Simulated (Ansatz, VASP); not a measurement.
# GaSi: VASP beside Ansatz

Aim: how closely do two programs agree when they are given the same cell, functional and k mesh? The cell is generated by rule, not measured, and may not be a known phase. The cell is taken from a series of runs on this material, whose earlier steps may have relaxed, scaled, displaced or heated it; both programs get it as it stands.

Calculated with Ansatz 0.2.0; plane waves, with VASP 6.6.1 beside it; relaxation of cell and atoms at LDA.

The structure was built from a prototype and need not be the compound's stable phase.

## (1) The starting structure

It takes space group Pm-3m (No. 221, cubic). Conventional cell: a = 3.185 Å, b = 3.185 Å, c = 3.185 Å, α = 90.00°, β = 90.00°, γ = 90.00°. Nearest to Ga lie 8 Si at 2.76 Å. Nearest to Si lie 8 Ga at 2.76 Å. Farther neighbours are not listed.

Structure file:

```cif
data_structure
_symmetry_space_group_name_H-M 'P 1'
_symmetry_Int_Tables_number 1
_cell_length_a 3.1847
_cell_length_b 3.1847
_cell_length_c 3.1847
_cell_angle_alpha 90.000
_cell_angle_beta 90.000
_cell_angle_gamma 90.000
_cell_volume 32.30
loop_
_atom_site_label
_atom_site_type_symbol
_atom_site_fract_x
_atom_site_fract_y
_atom_site_fract_z
_atom_site_occupancy
Ga1 Ga 0.00000 0.00000 0.00000 1
Si2 Si 0.50000 0.50000 0.50000 1
```

## (2) VASP: relaxation of cell and atoms, LDA

The relaxed volume is the usual yardstick between codes: in a stiff, nearly cubic crystal its relative difference is about their pressure difference at one cell divided by the bulk modulus.

Lines of VASP's logs that name or quote its potential files are left out, and so is its time.

Contents of INCAR:

```
SYSTEM = GaSi
PREC = Accurate
ENCUT = 500
EDIFF = 1E-07
NELM = 120
ISMEAR = 0
SIGMA = 0.1
LREAL = .FALSE.
ALGO = Normal
GGA = CA
NBANDS = 14
LORBIT = 11
LWAVE = .FALSE.
LCHARG = .FALSE.
ISIF = 3
IBRION = 2
NSW = 80
EDIFFG = -0.005
LASPH = .TRUE.
GGA_COMPAT = .FALSE.
NELMIN = 4
```

Contents of POSCAR:

```
GaSi
1.0
    3.1846930000      0.0000000000      0.0000000000
    0.0000000000      3.1846930000      0.0000000000
    0.0000000000      0.0000000000      3.1846930000
Ga Si
1 1
Direct
    0.0000000000      0.0000000000      0.0000000000
    0.4999998430      0.4999998430      0.4999998430
```

Contents of KPOINTS:

```
Automatic mesh
0
Gamma
10 10 10
0 0 0
```

Potentials, in the order of the species: Ga_d and Si (LDA family, release 64).

Command:

```
$ mpirun -np 1 vasp_std
```

Numbers of over 12 decimals in the logs are rounded to 6 here.

Output:

```text
[banner, memory and clock lines left out]
running    1 mpi-ranks, on    1 nodes
 distrk:  each k-point on    1 cores,    1 groups
 distr:  one band on    1 cores,    1 groups

 POSCAR found type information on POSCAR GaSi
 POSCAR found :  2 types and       2 ions
 LDA part: xc-table for (Slater(with rela. corr.)+CA(PZ))
 , standard interpolation
 POSCAR, INCAR and KPOINTS ok, starting setup
 FFT: planning ... GRIDC
 FFT: planning ... GRID_SOFT
 FFT: planning ... GRID
 WAVECAR not read
 entering main loop
       N       E                     dE             d eps       ncg     rms          rms(c)
DAV:   1     0.600886758519E+02    0.60089E+02   -0.80116E+03  1654   0.175E+03
DAV:   2    -0.513154658640E+01   -0.65220E+02   -0.62616E+02  1706   0.298E+02
DAV:   3    -0.889507032287E+01   -0.37635E+01   -0.37342E+01  2024   0.561E+01
DAV:   4    -0.894178332655E+01   -0.46713E-01   -0.46681E-01  1924   0.653E+00
DAV:   5    -0.894270643586E+01   -0.92311E-03   -0.92306E-03  1998   0.860E-01    0.236E+00
DAV:   6    -0.888118565194E+01    0.61521E-01   -0.10045E-01  1998   0.661E+00    0.128E+00
DAV:   7    -0.886589754139E+01    0.15288E-01   -0.17920E-02  2422   0.166E+00    0.309E-01
DAV:   8    -0.886421312787E+01    0.16844E-02   -0.19506E-03  1968   0.660E-01    0.460E-02
DAV:   9    -0.886419678998E+01    0.16338E-04   -0.54057E-05  2088   0.855E-02    0.266E-02
DAV:  10    -0.886419654909E+01    0.24089E-06   -0.45419E-06  2326   0.322E-02    0.840E-03
DAV:  11    -0.886419620003E+01    0.34906E-06   -0.46901E-07  1914   0.637E-03    0.130E-03
DAV:  12    -0.886419619932E+01    0.70804E-09   -0.26317E-08  1234   0.122E-03
   1 F= -.88641962E+01 E0= -.88607829E+01  d E =-.886420E+01
 curvature:   0.00 expect dE= 0.000E+00 dE for cont linesearch  0.000E+00
 trial: gam= 0.00000 g(F)=  0.000E+00 g(S)=  0.138E-02 ort = 0.000E+00 (trialstep = 0.100E+01)
 search vector abs. value=  0.138E-02
 bond charge predicted
       N       E                     dE             d eps       ncg     rms          rms(c)
DAV:   1    -0.887989152719E+01   -0.15695E-01   -0.19538E-01  1766   0.810E+00    0.710E-01
DAV:   2    -0.886794533731E+01    0.11946E-01   -0.22602E-02  1940   0.325E+00    0.317E-01
DAV:   3    -0.886513584793E+01    0.28095E-02   -0.23727E-03  1880   0.964E-01    0.801E-02
DAV:   4    -0.886477923860E+01    0.35661E-03   -0.24737E-04  2168   0.219E-01    0.129E-02
DAV:   5    -0.886476558842E+01    0.13650E-04   -0.10125E-05  1918   0.405E-02    0.423E-03
DAV:   6    -0.886476460947E+01    0.97895E-06   -0.96573E-07  2020   0.162E-02    0.150E-03
DAV:   7    -0.886476462385E+01   -0.14380E-07   -0.23926E-08  1096   0.189E-03
   2 F= -.88647646E+01 E0= -.88612236E+01  d E =-.568425E-03
 trial-energy change:   -0.000568  1 .order   -0.000584   -0.001378    0.000210
 step:   0.8607(harm=  0.8678)  dis= 0.00000  next Energy=    -8.864779 (dE=-0.583E-03)
 bond charge predicted
       N       E                     dE             d eps       ncg     rms          rms(c)
DAV:   1    -0.886507450185E+01   -0.30989E-03   -0.38328E-03  1766   0.115E+00    0.985E-02
DAV:   2    -0.886484357045E+01    0.23093E-03   -0.42682E-04  1928   0.435E-01    0.444E-02
DAV:   3    -0.886478831177E+01    0.55259E-04   -0.49673E-05  1874   0.140E-01    0.108E-02
DAV:   4    -0.886478151683E+01    0.67949E-05   -0.50363E-06  2192   0.325E-02    0.182E-03
DAV:   5    -0.886478125766E+01    0.25917E-06   -0.17130E-07  1322   0.528E-03    0.521E-04
DAV:   6    -0.886478123671E+01    0.20952E-07   -0.31459E-08   940   0.310E-03
   3 F= -.88647812E+01 E0= -.88612579E+01  d E =-.585037E-03
 curvature:  -0.43 expect dE=-0.308E-07 dE for cont linesearch -0.308E-07
 trial: gam= 0.00000 g(F)=  0.209E-47 g(S)=  0.712E-07 ort =-0.990E-05 (trialstep = 0.972E+00)
 search vector abs. value=  0.713E-07
 reached required accuracy - stopping structural energy minimisation
```

OUTCAR, selected parts (step 2):

```text
ion  position               nearest neighbor table
   1  0.000  0.000  0.000-   2 2.76   2 2.76   2 2.76   2 2.76   2 2.76   2 2.76   2 2.76   2 2.76

  LATTYP: Found a simple cubic cell.
 ALAT       =     3.1846930000

 Subroutine GETGRP returns: Found 48 space group operations
 (whereof 48 operations were pure point group operations)

The static configuration has the point symmetry O_h .

 Found     56 irreducible k-points:

   k-points           NKPTS =     56   k-points in BZ     NKDIM =     56   number of bands    NBANDS=     14

   dimension x,y,z NGX =    24 NGY =   24 NGZ =   24
   dimension x,y,z NGXF=    48 NGYF=   48 NGZF=   48

   ENCUT  =  500.0 eV  36.75 Ry    6.06 a.u.   5.81  5.81  5.81*2*pi/ulx,y,z

   NELECT =      17.0000    total number of electrons

 k-points in reciprocal lattice and weights: Automatic mesh
   0.00000000  0.00000000  0.00000000       0.001
   0.10000000  0.00000000  0.00000000       0.006
   0.20000000  0.00000000  0.00000000       0.006
   0.30000000  0.00000000  0.00000000       0.006
   0.40000000  0.00000000  0.00000000       0.006
   0.50000000  0.00000000  0.00000000       0.003
   0.10000000  0.10000000  0.00000000       0.012
   0.20000000  0.10000000  0.00000000       0.024
   0.30000000  0.10000000  0.00000000       0.024
[...]
0.50000000  0.50000000  0.40000000       0.006
   0.50000000  0.50000000  0.50000000       0.001

 average (electrostatic) potential at core
       1 -63.6059       2 -83.5928

 E-fermi :   7.8270

 k-point     1 :       0.0000    0.0000    0.0000
  band No.  band energies     occupation
    ...
      2      -7.2615      2.00000
      3      -7.1064      2.00000
      4      -7.1064      2.00000
      5      -7.1064      2.00000
      6      -5.0765      2.00000
      7       8.2645      0.00000
      8       8.2645      0.00000
      9       8.2645      0.00000
     10       9.2808      0.00000
     11      11.9816      0.00000
    ...

 k-point     2 :       0.1000    0.0000    0.0000
  band No.  band energies     occupation
    ...
      3      -7.1125      2.00000
      4      -7.1125      2.00000
      5      -7.1057      2.00000
      6      -4.9292      2.00000
      7       6.5247      2.00000
      8       8.4124      0.00000
      9       8.4124      0.00000
     10      10.0145      0.00000
     11      12.1037      0.00000
     12      13.3401      0.00000
    ...

 k-point     3 :       0.2000    0.0000    0.0000
  band No.  band energies     occupation
    ...
      3      -7.1283      2.00000
      4      -7.1283      2.00000
      5      -7.1039      2.00000
      6      -4.4862      2.00000
      7       4.2619      2.00000
      8       8.8519      0.00000
      9       8.8519      0.00000
     10      10.5690      0.00000
     11      12.4646      0.00000
     12      16.0072      0.00000
    ...

  Total        0.0009916      0.0009916      0.0009916     -0.0000000     -0.0000000      0.0000000
  in kB        0.0496119      0.0496119      0.0496119     -0.0000000     -0.0000000      0.0000000
  external PRESSURE =       0.0496119 kB  Pullay stress =       0.0000000 kB

  energy-cutoff  :      500.00
  volume of cell :       32.02
      direct lattice vectors                 reciprocal lattice vectors
     3.175568139  0.000000000  0.000000000     0.314904280 -0.000000000 -0.000000000
     0.000000000  3.175568139 -0.000000000    -0.000000000  0.314904280  0.000000000
     0.000000000  0.000000000  3.175568139    -0.000000000  0.000000000  0.314904280

 POSITION                                       TOTAL-FORCE (eV/Angst)
 -----------------------------------------------------------------------------------
      0.00000      0.00000      0.00000        -0.000000      0.000000      0.000000
      1.58778      1.58778      1.58778         0.000000      0.000000      0.000000
 -----------------------------------------------------------------------------------
    total drift:                               -0.000008     -0.000008     -0.000008

  FREE ENERGIE OF THE ION-ELECTRON SYSTEM (eV)
  ---------------------------------------------------
  free  energy   TOTEN  =        -8.8647812367 eV

  energy  without entropy=       -8.8577345040  energy(sigma->0) =       -8.86125787

 reached required accuracy - stopping structural energy minimisation

 total charge
# of ion       s       p       d       tot
------------------------------------------
    1        1.007   0.642  10.001  11.649
    2        0.884   0.688   0.000   1.573
--------------------------------------------------
tot          1.891   1.330  10.001  13.222

[... 3 further parts left out ...]
```

CONTCAR:

```
GaSi
   1.00000000000000
     3.1755681393808870    0.0000000000000000    0.0000000000000000
     0.0000000000000000    3.1755681393808870   -0.0000000000000000
     0.0000000000000000    0.0000000000000000    3.1755681393808870
  Ga              Si
     1     1
Direct
     0.0000000000000000    0.0000000000000000    0.0000000000000000
     0.4999998429999977    0.4999998429999977    0.4999998429999977
```

## (3) Ansatz: relaxation of cell and atoms, LDA

Ansatz runs on norm-conserving files, of PseudoDojo where its log says so.

The same cell, functional (in two slightly different forms), mesh and smearing now go to Ansatz, which takes its cutoff from its data sets.

Contents of input.yaml:

```yaml
crystal:
  lattice:
    - [3.18469252, 0.0, 0.0]
    - [0.0, 3.18469252, 0.0]
    - [0.0, 0.0, 3.18469252]
  atoms:
    - { symbol: Ga, position: [0.0, 0.0, 0.0] }
    - { symbol: Si, position: [0.5, 0.5, 0.5] }
kpoints:
  mp_grid: { grid: [10, 10, 10] }
hamiltonian:
  xc: lda
  pseudopotentials: { kind: nc, accuracy: standard }
scf:
  occupations: { method: gaussian, width: 0.1 }
output:
  forces: true
  stress: true
  eigenvalues: true
relax:
  adjacent_minimum: "off"
  f_tol: 0.003
  max_steps: 80
  cell: { stress_tol: 0.03 }
```

Command:

```
$ ansatz run input.yaml --threads 4 --pin off --max-ram 8192MiB --backend cpu --events-out ev --progress --plain --runs-dir out
```

Output:

```text
Engine: ansatz 0.2.0, x86_64-unknown-linux-gnu
Pseudopotentials: kind: nc
Pseudopotential: Ga, nc, valence charge 13, recommended cutoff 1088.45545 eV (normal), Ga.nc.azcp (PseudoDojo's, or run here from an input of PseudoDojo's; its table is named by hamiltonian.pseudopotentials.accuracy)
Pseudopotential: Si, nc, valence charge 4, recommended cutoff 435.38218 eV (normal), Si.nc.azcp (PseudoDojo's, or run here from an input of PseudoDojo's; its table is named by hamiltonian.pseudopotentials.accuracy)
Functional definition: SPW92
  exchange = slater_x
  correlation = pw_c
Crystal: 2 atoms, lattice volume = 32.300 Å³
Basis set: ecut = 1088.45545 eV, 2601 PW (Γ)
Bands: 13, of which v1, the nominal top of the filled ones, is band 9 counted from 1 (8 counted from 0)
Symmetry: 48 space group operations
Space group: Pm-3m (ITA 221), of the structure as read, at distance tolerance 3.2e-5 Å
k-points: 56 of 1000
Non-local potential: Ga, projectors of the file, l = 0: 2, l = 1: 2, l = 2: 2
Non-local potential: Si, projectors of the file, l = 0: 2, l = 1: 2, l = 2: 2
Initial density: superposition of atomic densities (chi_scale 0.1, normalization cell, long waves kept (reshape's long-wave potential 0.00 eV rms))
Initial wavefunctions: pseudopotential atomic-orbital guess
Functional: x = slater, c = lda
SCF iter   1: F=—  HF=-2193.329004 eV  |F-HF|=—  |Δ(HF+E_count)|=         —  Δρ=2.05e-2  dr2=1.51e-1  ethr=3.10e-3  ⟨swp⟩=5.0  Hψ=9035  notcnv=0  defer=6
automatic band count: the SCF goes on with 17 bands, as 13 were too few: the levels above may hold too much charge
preconditioner: auto → none  [metal: Δε(μ)=0.074 eV  Ē_g=19.107 eV  σ=0.100 eV  W_gap=0.39  n_scr=6 (ndim 8)  ℏωp=26.9 eV  f_vac=0.000  D(μ)=1.29/eV (n_scr^D=6)  sad-step TF]
SCF iter   2: F=—  HF=-2193.283237 eV  |F-HF|=—  |Δ(HF+E_count)|=   4.58e-2  Δρ=1.16e-2  dr2=4.86e-2  ethr=8.88e-4  ⟨swp⟩=1.5  Hψ=1461  notcnv=0  defer=67
SCF iter   3: F=—  HF=-2193.263230 eV  |F-HF|=—  |Δ(HF+E_count)|=   2.00e-2  Δρ=1.07e-3  dr2=3.84e-4  ethr=2.86e-4  ⟨swp⟩=2.9  Hψ=1545  notcnv=0  defer=67
SCF iter   4: F=—  HF=-2193.263086 eV  |F-HF|=—  |Δ(HF+E_count)|=   1.44e-4  Δρ=1.58e-4  dr2=9.19e-6  ethr=2.26e-6  ⟨swp⟩=2.6  Hψ=1307  notcnv=0  defer=82
SCF iter   5: F=—  HF=-2193.263083 eV  |F-HF|=—  |Δ(HF+E_count)|=   3.58e-6  Δρ=6.02e-5  dr2=1.71e-7  ethr=5.41e-8  ⟨swp⟩=2.0  Hψ=956  notcnv=0  defer=82
SCF iter   6: F=-2193.263083 eV  HF=-2193.263083 eV  |F-HF|=2.01e-9  |Δ(HF+E_count)|=   2.89e-8  Δρ=7.21e-6  dr2=3.80e-9  ethr=5.88e-10  ⟨swp⟩=9.0  Hψ=4863  notcnv=0
SCF 1 converged in 6 iterations: F = -2193.263083 eV  dr2 = 3.80e-9
relax step   1: F+E_penalty+E_count = -2193.26308277 eV  Δ(F+E_penalty+E_count) = +0.000e0 eV  max|allowed force component| = 1.052e-30 eV/Å  Δτ_max = 0.0000 Å  P = -0.860 GPa  Ω = 32.300 Å³  (6 SCF iters, dr2 threshold 1.00e-7 eV, accepted)
[...]
relax step   2: F+E_penalty+E_count = -2193.26410758 eV  Δ(F+E_penalty+E_count) = -1.025e-3 eV  max|allowed force component| = 3.911e-30 eV/Å  Δτ_max = 0.0000 Å  P = +0.062 GPa  Ω = 31.926 Å³  energy of the carried Pulay correction = +8.402e-5 eV  (4 SCF iters, dr2 threshold 2.00e-7 eV, accepted)
[...]
relax step   3: F+E_penalty+E_count = -2193.26410670 eV  Δ(F+E_penalty+E_count) = +8.727e-7 eV  max|allowed force component| = 7.100e-30 eV/Å  Δτ_max = 0.0000 Å  P = -0.001 GPa  Ω = 31.951 Å³  energy of the carried Pulay correction = +7.842e-5 eV  (3 SCF iters, dr2 threshold 9.55e-9 eV, accepted)
[...]
relax step   4: F+E_penalty+E_count = -2193.26403977 eV  Δ(F+E_penalty+E_count) = +6.693e-5 eV  max|allowed force component| = 1.118e-30 eV/Å  Δτ_max = 0.0000 Å  P = -0.010 GPa  Ω = 31.951 Å³  stress off target by 1.03e-2 GPa  SCF on the basis re-selected at this cell (its energy is not comparable with the rows above)  (4 SCF iters)
basis re-selected at this cell: Δ(F+E_penalty+E_count) = +6.693e-5 eV, ΔP = -0.010 GPa vs the last step (what re-selecting the basis moved, of the pressure what is left beyond the Pulay correction that the steps carried, after the strain that the cell walked since its last selection, with what the two solves' SCF thresholds leave and, on support functions, any second-order correction that the steps lacked; it is no m [...]
SCF converged after 4 iterations
Free energy (F): -2193.264040 eV
Harris-Foulkes:  -2193.264040 eV  (|F-HF|=9.09e-13)
Internal energy: -2193.256980 eV  (E = F + TS)
E sigma→0 (E₀):  -2193.260510 eV
Entropy (-TS):   -0.007060 eV (-3.530 meV/atom)
Fermi energy:    11.108274 eV
--- Per-component energies (eV) ---
  E_band       = 3.478626
  E_kinetic    = 1743.787116
  E_local      = -1561.140737  (includes V_loc(G=0)·N_el)
  E_nonlocal   = -1017.081719
  E_hartree    = 623.758197
  E_xc         = -602.363276
  E_vxc        = -409.602432  (∫ρ·V_xc dr)
  E_ewald      = -1380.216560
  E_smearing   = -0.007060  (= −TS)
  E_closure    = -0.000000  (closes the sum)
  Σ components = -2193.264040   (vs F -2193.264040, Δ=0.00e0)
--- Forces (eV/Å), atoms counted from 1 ---
  atom   1  Ga     0.00000000    -0.00000000    -0.00000000
  atom   2  Si    -0.00000000    -0.00000000     0.00000000
  max |Σ_I F_I| component: 3.02e-30 eV/Å
--- Stress (GPa, compression-positive) ---
       -0.010283       0.000000      -0.000000
        0.000000      -0.010283       0.000000
       -0.000000       0.000000      -0.010283
  P = ⅓ Tr σ = -0.0103 GPa (-0.103 kbar)
--- Band table (eV; the first three rows and the last of 56) ---
  k-point 0: bands = [... 5 lower, -1.8205, 11.5487, 11.5487, 11.5487, 12.5447, 15.2720, 15.2720, 23.4839, ... 4 higher]
  k-point 1: bands = [... 5 lower, -1.6730, 9.8012, 11.6969, 11.6969, 13.2854, 15.3943, 16.6301, 22.3220, ... 4 higher]
  k-point 2: bands = [... 5 lower, -1.2292, 7.5343, 12.1372, 12.1372, 13.8424, 15.7558, 19.2958, 20.4188, ... 4 higher]
  k-point 55: bands = [... 5 lower, 7.1655, 9.2517, 9.4208, 9.4208, 9.4208, 9.9369, 9.9369, 9.9369, ... 4 higher]
--- Relaxed structure (3 steps of the walk, 3 accepted, 1 SCFs on fresh bases) ---
  F+E_penalty+E_count = -2193.26403977 eV   max|allowed force component| = 1.118e-30 eV/Å   (the final SCF, on the basis selected at the relaxed cell)
  cell:  # Å, volume = 31.9507 Å³
    - [3.173170, 0, 0]
    - [0, 3.173170, 0]
    - [0, 0, 3.173170]
  atoms:
    - { symbol: Ga, position: [0, 0, 0] }
    - { symbol: Si, position: [0.5, 0.5, 0.5] }
```

The column dr2 measures how far the density is from self-consistency, as an energy; F and HF (Harris–Foulkes) agree once it is small.

## (4) Side by side

Known differences besides the potentials themselves: the two LDA forms differ slightly; the cutoff is 1088.46 eV in Ansatz and 500 eV in VASP; VASP's log shows a relativistic correction to its local exchange, Ansatz's none; Ansatz adds a Pulay correction to the stress that steers its cell, VASP none. Total energies have different zeros and are not compared.

The two programs side by side:

```
                                         quantity  Ansatz   VASP  difference
                                      volume (Å³)   31.95  32.02     -0.23 %
edge a after relaxation, in the typed setting (Å)   3.173  3.176     -0.08 %
```

## (5) Results

| Quantity | Value |
| --- | --- |
| difference in volume (relaxation of cell and atoms, LDA) | -0.23 % |

**Reading.** The difference in volume is -0.23 % (relaxation of cell and atoms, LDA), within the 1.2 % picked in this series as the mark of a large difference, as far as the stopping tolerances let one tell. Such differences can come from data sets, numerical settings and the points named under the comparisons, not from the functional's error against experiment.

[Lines on the potential files, build, host, timing and source positions are cut from VASP's logs without a mark.]

[Logs are printed without paths, hosts, clocks, repeated set-up lines and the standing remarks that a program may print on its own settings, such as how far it seeks lower states.]

[Hosts, paths, dates, database ids (printed as entryN), source tags and the programs' standing remarks are cut or masked in the printed files.]
